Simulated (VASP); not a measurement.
Input for VASP

### INCAR
```
LREAL = F   ! projection in real space or not
ALGO = Normal   ! blocked Davidson
PREC = Accurate
EDIFF = 1E-7
ENCUT = 400   ! plane-wave cut-off (eV)
NEDOS = 601   ! DOS grid
ISIF = 2   ! forces and stress, cell fixed
SYSTEM = Mg3Sb2
LASPH = T   ! aspherical one-centre terms
NELM = 100   ! most electronic steps
LORBIT = 11   ! lm-projected
ISMEAR = -5
LWAVE = F
LCHARG = T
LMAXMIX = 4   ! l cut-off of mixed one-centre charges
LEFG = T
GGA = PE   ! PBE
```

### POSCAR
```
Mg3Sb2
1
    2.2983918029    -3.9809315411     0.0000000000
    2.2983918029     3.9809315411     0.0000000000
    0.0000000000     0.0000000000     7.2717475603
Mg Sb
3 2
Direct
  0.0000000000   0.0000000000   0.0000000000
  0.3333330000   0.6666670000   0.6325190223
  0.6666670000   0.3333330000   0.3674809777
  0.3333330000   0.6666670000   0.2253756094
  0.6666670000   0.3333330000   0.7746243906
```

File KPOINTS:
```
Automatic mesh
0
Gamma
6 6 4
0 0 0
```

POTCAR, in this order: Mg Sb (PBE.64 set). Program: vasp_std.

### Question
Write an equivalent input for Ansatz.

### Answer
One equivalent input (not run):
Ansatz 0.2 input:
```yaml
crystal:
  lattice:
    - [2.2983918, -3.9809315, 0.0000000]
    - [2.2983918, 3.9809315, 0.0000000]
    - [0.0000000, 0.0000000, 7.2717476]
  atoms:
    - { symbol: Mg, position: [0.0000000, 0.0000000, 0.0000000] }
    - { symbol: Mg, position: [0.3333330, 0.6666670, 0.6325190] }
    - { symbol: Mg, position: [0.6666670, 0.3333330, 0.3674810] }
    - { symbol: Sb, position: [0.3333330, 0.6666670, 0.2253756] }
    - { symbol: Sb, position: [0.6666670, 0.3333330, 0.7746244] }
kpoints:
  mp_grid: { grid: [6, 6, 4] }
hamiltonian:
  xc: pbe
  pseudopotentials: { kind: paw }
scf:
  occupations: { method: tetrahedron }
  max_iter: 100
output: { forces: true, stress: true, eigenvalues: true }
```
What does not carry over: each code has its own PAW files, so the cut-off isn't converted (ENCUT is set for VASP's; basis.ecutwfc is left out, and Ansatz then takes the one that its files recommend); Ansatz stops its SCF on the density residual and VASP on the energy change (EDIFF); the field gradients of LEFG aren't asked of the other code.

The compound is Mg3Sb2 in the a-la2o3 structure. It was relaxed first.
